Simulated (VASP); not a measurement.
A run of VASP 6.6.1:

INCAR

```
  PREC = Accurate
  ENCUT = 520
  EDIFF = 1E-7
  ISMEAR = -1
  SIGMA = 0.05
  LREAL = F
  LASPH = T
  NELM = 80
  ALGO = Normal
  ISIF = 2
  LWAVE = F
  LCHARG = T
  GGA = PE
  LELF = T
  LVHAR = T
  NBANDS = 19
```

The input KPOINTS:

```
Automatic mesh
0
Gamma
  8 8 8
```

File POSCAR:

```
YNb
1.0
    0.0000000000      2.9577400000      2.9577400000
    2.9577400000      0.0000000000      2.9577400000
    2.9577400000      2.9577400000      0.0000000000
Y Nb
1 1
Direct
    0.5005700000      0.4926180000      0.5058610000
    0.0036250000      0.0014120000     -0.0009080000
```

Potentials or basis: VASP PAW PBE potentials, release 64 (Y_sv, Nb_sv).

Run with:

```sh
$ cat potpaw_PBE.64/Y_sv/POTCAR potpaw_PBE.64/Nb_sv/POTCAR > POTCAR
$ mpirun -np 1 vasp_std > vasp.out
```

Hardware: 1 thread of Intel(R) Xeon(R) Platinum 8259CL CPU @ 2.50GHz (Skylake/Cascade Lake) (shared host).

How long does it take, and how much memory?

It took 3.8 min on 1 thread of Intel(R) Xeon(R) Platinum 8259CL CPU @ 2.50GHz (Skylake/Cascade Lake) (shared host), peak memory 0.41 GiB. Counts: scf iterations 14, k points 260.
